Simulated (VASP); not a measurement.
Given:

```
Pr
1.0
    3.66551     0.00000     0.00000
   -1.83276     3.17443     0.00000
    0.00000     0.00000     5.95130
Pr
2
Cartesian
  0.00000   2.11629   1.48783
  1.83276   1.05814   4.46348
```
Starting moments (μB, in the order of the record's atoms Pr Pr): 2.0 2.0.

Method: PBE GGA, VASP's PBE PAW potentials (set 64) (plane waves; VASP). Numerical set-up: 300 eV cut-off, 8×8×5 Γ-centred mesh, Gaussian smearing of 0.27 eV, potentials Pr.

At this cut-off the stress carries a Pulay error, which pulls relaxed volumes low.

**Question.** Estimate the cell moment, energy per atom (σ→0), pressure, band gap (on the k-mesh) with the smallest direct gap where there is one.

**Answer.** 
| Item | Result |
|---|---|
| band gap (on the k-mesh) | none (metal, semimetal or under 0.01 eV) |
| cell moment | 5.81 μB |
| energy per atom (σ→0) | -5.416 eV/atom |
| pressure | -2.23 GPa |

**Question.** Give the moment on each site (PAW-sphere projection).

**Answer.** 
| site | moment (μB) |
|---|---|
| Pr1 | 2.27 |
| Pr2 | 2.27 |

The absolute energy has meaning only against runs of the same code, potentials and settings.

The structure was generated: Pr was put into an ordered model structure, which need not be its known phase. The cell was not relaxed at this level. VASP warned that the highest band is occupied, so more bands are needed.
